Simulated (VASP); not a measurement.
OSZICAR of a VASP run on SnSe2 (1T layered):

OSZICAR:
```
       N       E                     dE             d eps       ncg     rms          rms(c)
DAV:   1     0.195288878803E+03    0.19529E+03   -0.12566E+04   961   0.177E+03
DAV:   2     0.751263118443E+01   -0.18778E+03   -0.18424E+03  1026   0.396E+02
DAV:   3    -0.133958297675E+02   -0.20908E+02   -0.20308E+02  1216   0.120E+02
DAV:   4    -0.140545055431E+02   -0.65868E+00   -0.65797E+00  1150   0.224E+01
DAV:   5    -0.140682005615E+02   -0.13695E-01   -0.13694E-01  1430   0.343E+00    0.554E+00
DAV:   6    -0.138107762913E+02    0.25742E+00   -0.57428E-01  1430   0.851E+00    0.354E+00
DAV:   7    -0.137758633029E+02    0.34913E-01   -0.15157E-01  1185   0.273E+00    0.944E-01
DAV:   8    -0.137728288701E+02    0.30344E-02   -0.10703E-02  1203   0.111E+00    0.269E-01
DAV:   9    -0.137725823303E+02    0.24654E-03   -0.11045E-03  1088   0.252E-01    0.749E-02
DAV:  10    -0.137725817170E+02    0.61329E-06   -0.97187E-05  1268   0.758E-02    0.266E-02
DAV:  11    -0.137725835455E+02   -0.18284E-05   -0.12423E-05  1119   0.228E-02    0.470E-03
DAV:  12    -0.137725833773E+02    0.16821E-06   -0.73795E-07  1255   0.640E-03    0.433E-03
DAV:  13    -0.137725834098E+02   -0.32565E-07   -0.17370E-07   772   0.395E-03
   1 F= -.13772583E+02 E0= -.13772583E+02  d E =-.137726E+02
       N       E                     dE             d eps       ncg     rms          rms(c)
DAV:   1    -0.137769685703E+02   -0.43852E-02   -0.32180E-01   953   0.269E+00    0.179E-01
DAV:   2    -0.137783469986E+02   -0.13784E-02   -0.17309E-02  1254   0.695E-01    0.556E-02
DAV:   3    -0.137783031191E+02    0.43880E-04   -0.19202E-04  1052   0.103E-01    0.389E-02
DAV:   4    -0.137782858111E+02    0.17308E-04   -0.39810E-05  1275   0.450E-02    0.156E-02
DAV:   5    -0.137782828652E+02    0.29460E-05   -0.79624E-06  1110   0.227E-02    0.473E-03
DAV:   6    -0.137782828537E+02    0.11501E-07   -0.58947E-07  1199   0.637E-03
   2 F= -.13778283E+02 E0= -.13778283E+02  d E =-.569944E-02
       N       E                     dE             d eps       ncg     rms          rms(c)
DAV:   1    -0.137789604530E+02   -0.67759E-03   -0.24036E-01   954   0.232E+00    0.155E-01
DAV:   2    -0.137799874252E+02   -0.10270E-02   -0.12858E-02  1269   0.599E-01    0.468E-02
DAV:   3    -0.137799545812E+02    0.32844E-04   -0.14188E-04  1037   0.878E-02    0.328E-02
DAV:   4    -0.137799420615E+02    0.12520E-04   -0.29485E-05  1269   0.387E-02    0.132E-02
DAV:   5    -0.137799398745E+02    0.21871E-05   -0.58371E-06  1137   0.197E-02    0.400E-03
DAV:   6    -0.137799398695E+02    0.49481E-08   -0.43214E-07  1132   0.553E-03
   3 F= -.13779940E+02 E0= -.13779940E+02  d E =-.735646E-02
       N       E                     dE             d eps       ncg     rms          rms(c)
DAV:   1    -0.137864927404E+02   -0.65529E-02   -0.28386E-01   958   0.374E+00    0.406E-01
DAV:   2    -0.137835783666E+02    0.29144E-02   -0.18008E-02  1093   0.141E+00    0.232E-01
DAV:   3    -0.137821165803E+02    0.14618E-02   -0.25735E-03  1298   0.597E-01    0.944E-02
DAV:   4    -0.137819574914E+02    0.15909E-03   -0.52008E-04  1219   0.276E-01    0.259E-02
DAV:   5    -0.137819519043E+02    0.55872E-05   -0.67784E-05  1461   0.813E-02    0.995E-03
DAV:   6    -0.137819515127E+02    0.39154E-06   -0.74324E-06  1021   0.250E-02    0.309E-03
DAV:   7    -0.137819515132E+02   -0.46248E-09   -0.52910E-07  1113   0.948E-03
   4 F= -.13781952E+02 E0= -.13781952E+02  d E =-.201164E-02
       N       E                     dE             d eps       ncg     rms          rms(c)
DAV:   1    -0.137983544717E+02   -0.16403E-01   -0.94514E-01   958   0.681E+00    0.741E-01
DAV:   2    -0.137888429100E+02    0.95116E-02   -0.59807E-02  1094   0.240E+00    0.424E-01
DAV:   3    -0.137839638466E+02    0.48791E-02   -0.86308E-03  1211   0.919E-01    0.170E-01
DAV:   4    -0.137834428227E+02    0.52102E-03   -0.15909E-03  1178   0.493E-01    0.491E-02
DAV:   5    -0.137834225184E+02    0.20304E-04   -0.22123E-04  1408   0.151E-01    0.193E-02
DAV:   6    -0.137834213565E+02    0.11619E-05   -0.27119E-05  1011   0.504E-02    0.602E-03
DAV:   7    -0.137834213117E+02    0.44800E-07   -0.19638E-06  1180   0.197E-02    0.195E-03
DAV:   8    -0.137834212805E+02    0.31197E-07   -0.26649E-07   890   0.625E-03
   5 F= -.13783421E+02 E0= -.13783421E+02  d E =-.348141E-02
       N       E                     dE             d eps       ncg     rms          rms(c)
DAV:   1    -0.137834596559E+02   -0.38344E-04   -0.22168E-03   964   0.330E-01    0.359E-02
DAV:   2    -0.137834372153E+02    0.22441E-04   -0.13833E-04  1101   0.147E-01    0.206E-02
DAV:   3    -0.137834257356E+02    0.11480E-04   -0.19981E-05  1318   0.593E-02    0.825E-03
DAV:   4    -0.137834245407E+02    0.11949E-05   -0.41137E-06  1270   0.233E-02    0.222E-03
DAV:   5    -0.137834245006E+02    0.40089E-07   -0.51160E-07  1213   0.695E-03
   6 F= -.13783425E+02 E0= -.13783424E+02  d E =-.348463E-02
       N       E                     dE             d eps       ncg     rms          rms(c)
DAV:   1    -0.137834290465E+02   -0.45058E-05   -0.60165E-03   952   0.360E-01    0.239E-02
DAV:   2    -0.137834549822E+02   -0.25936E-04   -0.30659E-04  1248   0.948E-02    0.639E-03
DAV:   3    -0.137834542124E+02    0.76982E-06   -0.33541E-06  1115   0.138E-02    0.460E-03
DAV:   4    -0.137834540213E+02    0.19111E-06   -0.86116E-07  1203   0.637E-03    0.193E-03
DAV:   5    -0.137834539993E+02    0.21994E-07   -0.11067E-07   630   0.315E-03
   7 F= -.13783454E+02 E0= -.13783454E+02  d E =-.294987E-04
```

Q: Which electronic solver shows in the log?

A: It is blocked Davidson (ALGO = Normal, or the opening steps of other solvers). The INCAR had ALGO = Normal.

Q: Can the final energy be trusted as converged?

A: The calculation finished and met its thresholds. It stopped with EDIFF = 1E-7, NELM = 100, NSW = 30 and EDIFFG = -0.01 after 7 ionic steps (LDA (Ceperley-Alder, Perdew-Zunger), plane waves, VASP's LDA PAW potentials (set 64)).

The compound is SnSe2 in the 1T layered structure. This cell is one point of a volume scan, at 0.97 of the reference volume. Symmetry was kept, so distortions that lower it aren't found.
